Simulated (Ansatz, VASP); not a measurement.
# BiB: VASP beside Ansatz

Wanted: the spread between two codes on one cell, functional and k mesh. The cell is generated by rule, not measured, and may not be a known phase. The cell is taken from a series of runs on this material, whose earlier steps may have relaxed, scaled, displaced or heated it; both programs get it as it stands.

Calculated with Ansatz 0.2.0; plane waves, with VASP 6.6.1 beside it; relaxation of cell and atoms at r2SCAN.

The structure was built from a prototype and need not be the compound's stable phase.

## (1) The starting structure

Symmetry: P6_3mc, No. 186, hexagonal system. The conventional cell has a = 3.865 Å, b = 3.865 Å, c = 6.376 Å, α = 90.00°, β = 90.00°, γ = 120.00°. Nearest to B lie 4 Bi at 2.37 to 2.39 Å. Nearest to Bi lie 4 B at 2.37 to 2.39 Å. Farther neighbours are not listed.

## (2) Ansatz: relaxation of cell and atoms, r2SCAN

Ansatz runs on its default PAW (the set named soft_2) files.

The relaxed volume is the usual yardstick between codes: in a stiff, nearly cubic crystal its relative difference is about their pressure difference at one cell divided by the bulk modulus.

input.yaml

```yaml
crystal:
  lattice:
    - [3.8652625647, 0.0, 0.0]
    - [-1.9326312824, 3.3474155734, 0.0]
    - [0.0, 0.0, 6.3762248541]
  atoms:
    - { symbol: B, position: [0.3333333333, 0.6666666667, 0.0002208529] }
    - { symbol: B, position: [0.6666666667, 0.3333333333, 0.5002208529] }
    - { symbol: Bi, position: [0.3333333333, 0.6666666667, 0.3747791471] }
    - { symbol: Bi, position: [0.6666666667, 0.3333333333, 0.8747791471] }
kpoints:
  mp_grid: { grid: [9, 9, 6] }
hamiltonian:
  xc: r2scan
scf:
  occupations: { method: gaussian, width: 0.01 }
output:
  forces: true
  stress: true
  eigenvalues: true
  write_density: true
  write_potential: true
  elf: true
  volumetric_format: npy
relax:
  adjacent_minimum: "off"
  f_tol: 0.005
  max_steps: 80
  cell: { stress_tol: 0.05 }
```

Launch:

```bash
$ ansatz run input.yaml --threads 4 --pin off --max-ram 7168MiB --backend cpu --events-out ev --progress --plain --runs-dir out
```

Numbers of over 12 decimals in the logs are rounded to 6 here.

Log:

```text
Engine: ansatz 0.2.0, aarch64-unknown-linux-gnu
Pseudopotentials: kind: paw
Pseudopotential: B, paw, valence charge 3, recommended cutoff 500 eV (meta_gga), B.paw.azcp
Pseudopotential: Bi, paw, valence charge 15, recommended cutoff 500 eV (meta_gga), Bi.paw.azcp
Functional definition: r2SCAN
  parameter k0 = 0.174
  parameter k1 = 0.065
  parameter a1 = 4.9479
  exchange = r2scan_x(k0 = k0, k1 = k1, a1 = a1)
  correlation = r2scan_c
Crystal: 4 atoms, lattice volume = 82.500 Å³
Basis set: ecut = 500 eV, 2069 PW (Γ), exchange–correlation on 120×120×192 points (64 copies of the dense FFT grid, shifted against one another)
Bands: 22, of which v1, the nominal top of the filled ones, is band 18 counted from 1 (17 counted from 0)
Symmetry: 12 space group operations
Space group: P63mc (ITA 186), of the structure as read, at distance tolerance 4.4e-5 Å
k-points: 48 of 486 (time reversal used)
Non-local potential: B, projectors of the file, l = 0: 2, l = 1: 2, l = 2: 1
Non-local potential: Bi, projectors of the file, l = 0: 2, l = 1: 2, l = 2: 2, l = 3: 2
PAW form: soft (Blöchl's): semilocal exchange-correlation on the pseudo side does not see the compensation charge
PAW frozen core: B, regenerated for the run's functional (the file was generated under x = pbe(κ = 0.804, μ = 0.219515), c = pbe(β = 0.066725))
PAW frozen core: Bi, regenerated for the run's functional (the file was generated under x = pbe(κ = 0.804, μ = 0.219515), c = pbe(β = 0.066725))
PAW one-centre angular grid: B, 302 points (default); XC on 160 Gauss nodes
PAW one-centre angular grid: Bi, 590 points (default); XC on 160 Gauss nodes
Initial density: superposition of atomic densities (neutral atoms: chi_scale 0, normalization atom), corrected by the library's trained network
Initial wavefunctions: pseudopotential atomic-orbital guess
Functional: x = r2scan, c = r2scan; τ floored in thin density (d = 2e-4 eV/Å³)
SCF iter   1: F=—  HF=-25132.096492 eV  |F-HF|=—  |Δ(HF+E_count)|=         —  Δρ=6.08e-3  dr2=3.84e-2  dr2_τ=1.16e-1  ethr=1.77e-3  ⟨swp⟩=6.4  Hψ=5157  notcnv=0
preconditioner: auto → Resta (q_TF=auto, 2.376 Å⁻¹)  ε∞=2.7  [insulator: Δε(μ)=0.143 eV  Ē_g=18.987 eV  σ=0.010 eV  W_gap=1.00  n_scr=22 (ndim 8)  ℏωp=24.5 eV  f_vac=0.007  D(μ)=0.00/eV (n_scr^D=0)  ε∞_Penn≈2.7]
SCF iter   2: F=—  HF=-25132.128143 eV  |F-HF|=—  |Δ(HF+E_count)|=   3.17e-2  Δρ=2.43e-3  dr2=3.29e-3  dr2_τ=2.17e-4  ethr=1.07e-4  ⟨swp⟩=2.6  Hψ=2043  notcnv=0
SCF iter   3: F=—  HF=-25132.128608 eV  |F-HF|=—  |Δ(HF+E_count)|=   4.65e-4  Δρ=8.45e-4  dr2=3.23e-4  dr2_τ=1.19e-5  ethr=9.15e-6  ⟨swp⟩=2.4  Hψ=1534  notcnv=0
SCF iter   4: F=—  HF=-25132.128724 eV  |F-HF|=—  |Δ(HF+E_count)|=   1.17e-4  Δρ=7.89e-5  dr2=4.72e-6  dr2_τ=1.58e-7  ethr=8.98e-7  ⟨swp⟩=2.0  Hψ=1570  notcnv=0
SCF iter   5: F=—  HF=-25132.128730 eV  |F-HF|=—  |Δ(HF+E_count)|=   5.84e-6  Δρ=1.95e-5  dr2=2.54e-7  dr2_τ=9.30e-9  ethr=1.31e-8  ⟨swp⟩=2.8  Hψ=2065  notcnv=0
SCF iter   6: F=-25132.128730 eV  HF=-25132.128730 eV  |F-HF|=3.73e-9  |Δ(HF+E_count)|=   2.06e-7  Δρ=2.73e-6  dr2=4.13e-9  dr2_τ=5.35e-10  ethr=2.78e-10  ⟨swp⟩=10.7  Hψ=8257  notcnv=0
SCF 1 converged in 6 iterations: F = -25132.128730 eV  dr2 = 4.13e-9
  greatest PAW one-centre occupation: 0.985 electrons in one spin orbital (limit 2), on the Bi atom at site 3 (counted from 0), in its partial waves of l = 2
relax step   1: F+E_penalty+E_count = -25132.12873034 eV  Δ(F+E_penalty+E_count) = +0.000e0 eV  max|allowed force component| = 4.275e-5 eV/Å  Δτ_max = 0.0000 Å  P = -0.010 GPa  Ω = 82.500 Å³  (6 SCF iters, dr2 threshold 1.00e-7 eV, accepted)
Initial density: handed on by an earlier stage of this run
Initial wavefunctions: pseudopotential atomic-orbital guess (no wavefunctions were taken with the density)
iter 1 solved again at ethr=4.09e-8 eV; its pass at ethr=3.10e-3 eV (dr2=1.47e-5 eV) is discarded
SCF iter   1: F=—  HF=-25132.128727 eV  |F-HF|=—  |Δ(HF+E_count)|=         —  Δρ=2.75e-6  dr2=3.97e-9  dr2_τ=5.68e-10  ethr=4.09e-8  ⟨swp⟩=4.1  Hψ=8786  notcnv=0
preconditioner: auto → Resta (q_TF=auto, 2.376 Å⁻¹)  ε∞=2.7  [insulator: Δε(μ)=0.197 eV  Ē_g=18.900 eV  σ=0.010 eV  W_gap=1.00  n_scr=22 (ndim 8)  ℏωp=24.5 eV  f_vac=0.010  D(μ)=0.00/eV (n_scr^D=0)  ε∞_Penn≈2.7]
SCF iter   2: F=—  HF=-25132.128730 eV  |F-HF|=—  |Δ(HF+E_count)|=   3.65e-6  Δρ=1.66e-6  dr2=1.85e-9  dr2_τ=6.96e-11  ethr=1.10e-11  ⟨swp⟩=3.2  Hψ=2350  notcnv=0
SCF iter   3: F=—  HF=-25132.128730 eV  |F-HF|=—  |Δ(HF+E_count)|=   1.47e-9  Δρ=5.99e-7  dr2=4.52e-10  dr2_τ=5.02e-11  ethr=5.14e-12  ⟨swp⟩=2.0  Hψ=1440  notcnv=0
SCF iter   4: F=—  HF=-25132.128730 eV  |F-HF|=—  |Δ(HF+E_count)|=  3.27e-11  Δρ=2.56e-7  dr2=7.91e-11  dr2_τ=5.35e-12  ethr=1.26e-12  ⟨swp⟩=2.0  Hψ=1361  notcnv=0
SCF iter   5: F=-25132.128730 eV  HF=-25132.128730 eV  |F-HF|=3.64e-12  |Δ(HF+E_count)|=  3.64e-12  Δρ=5.37e-8  dr2=3.74e-12  dr2_τ=5.01e-14  ethr=1.00e-12  ⟨swp⟩=6.5  Hψ=5205  notcnv=0
SCF 2 converged in 5 iterations: F = -25132.128730 eV  dr2 = 3.74e-12
relax step   2: F+E_penalty+E_count = -25132.12873034 eV  Δ(F+E_penalty+E_count) = -7.676e-10 eV  max|allowed force component| = 4.104e-5 eV/Å  Δτ_max = 0.0000 Å  P = -0.010 GPa  Ω = 82.500 Å³  stress off target by 1.01e-2 GPa  SCF on the basis re-selected at this cell (its energy is not comparable with the rows above)  (5 SCF iters)
basis re-selected at this cell: Δ(F+E_penalty+E_count) = -7.676e-10 eV, ΔP = -0.000 GPa vs the last step (what re-selecting the basis moved, of the pressure what is left beyond the Pulay correction that the steps carried, after the strain that the cell walked since its last selection, with what the two solves' SCF thresholds leave and, on support functions, any second-order correction that the steps lacked; it is no  [...]
SCF converged after 5 iterations
Free energy (F): -25132.128730 eV
Harris-Foulkes:  -25132.128730 eV  (|F-HF|=3.64e-12)
Internal energy: -25132.128730 eV  (E = F + TS)
E sigma→0 (E₀):  -25132.128730 eV
Fermi energy:    10.762665 eV
--- Per-component energies (eV) ---
  E_band       = -200.576120
  E_kinetic    = 693.144048
  E_local      = -3102.543344  (includes V_loc(G=0)·N_el)
  E_nonlocal   = 1146.987792
  E_hartree    = 1013.518404
  E_xc         = -338.219135
  E_vxc        = -386.095761  (∫ρ·V_xc dr)
  E_paw        = -21542.426770  (= ΣΔE_a)
  E_vpaw       = -603.696106  (= ΣTr[D̂ρ^β])
  E_aug_tail   = -0.000575  (compensation charges beyond the density's cutoff)
  E_vtau       = 24.590924  (kinetic-family band-sum trace: ∫τ·v_τ [+ j·A + Jᵃ·Aᵃ] dr)
  E_ewald      = -3004.303360
  E_core_change = 1.714210  (= ΣΔE_core)
  E_smearing   = -0.000000  (= −TS)
  E_closure    = -0.000000  (closes the sum)
  Σ components = -25132.128730   (vs F -25132.128730, Δ=0.00e0)
--- Forces (eV/Å), atoms counted from 1 ---
  atom   1  B     -0.00000000    -0.00000000     0.00004043
  atom   2  B     -0.00000000     0.00000000     0.00004043
  atom   3  Bi     0.00000000    -0.00000000    -0.00004164
  atom   4  Bi     0.00000000     0.00000000    -0.00004164
  max |Σ_I F_I| component: 2.43e-6 eV/Å
--- Stress (GPa, compression-positive) ---
       -0.010072       0.000000       0.000000
        0.000000      -0.010072       0.000000
        0.000000       0.000000      -0.009585
  P = ⅓ Tr σ = -0.0099 GPa (-0.099 kbar)
--- Band table (eV; the first three rows and the last of 48) ---
  k-point 0: bands = [... 14 lower, 8.8302, 10.4226, 10.6638, 10.6638, 10.8612, 11.1118, 13.3154, 13.3154]
  k-point 1: bands = [... 14 lower, 8.9177, 9.0515, 10.4702, 10.4702, 10.9408, 12.0061, 13.5073, 13.5073]
  k-point 2: bands = [... 14 lower, 9.1717, 9.1717, 10.0352, 10.0352, 11.1783, 12.0085, 13.9594, 13.9594]
  k-point 47: bands = [... 14 lower, 5.5554, 5.5554, 8.1486, 8.1486, 12.2393, 12.2393, 14.9407, 14.9407]
--- Relaxed structure (1 steps of the walk, 1 accepted, 1 SCFs on fresh bases) ---
  F+E_penalty+E_count = -25132.12873034 eV   max|allowed force component| = 4.104e-5 eV/Å   (the final SCF, on the basis selected at the relaxed cell)
  cell:  # Å, volume = 82.4997 Å³
    - [3.865263, 2.886738900843051e-11, 0.0]
    - [-1.932631, 3.347416, 0.0]
    - [0.0, 0.0, 6.3762248541]
  atoms:
    - { symbol: B, position: [0.333333, 0.666667, 0.000220853] }
    - { symbol: B, position: [0.666667, 0.333333, 0.5002208529] }
    - { symbol: Bi, position: [0.333333, 0.666667, 0.3747791471] }
    - { symbol: Bi, position: [0.666667, 0.333333, 0.8747791471] }
```

(Part 1 of 2 ends here.)

[Lines on the potential files, build, host, timing and source positions are cut from VASP's logs without a mark.]

[Logs are printed without paths, hosts, clocks, repeated set-up lines and the standing remarks that a program may print on its own settings, such as how far it seeks lower states.]

[Hosts, paths, dates, database ids (printed as entryN), source tags and the programs' standing remarks are cut or masked in the printed files.]
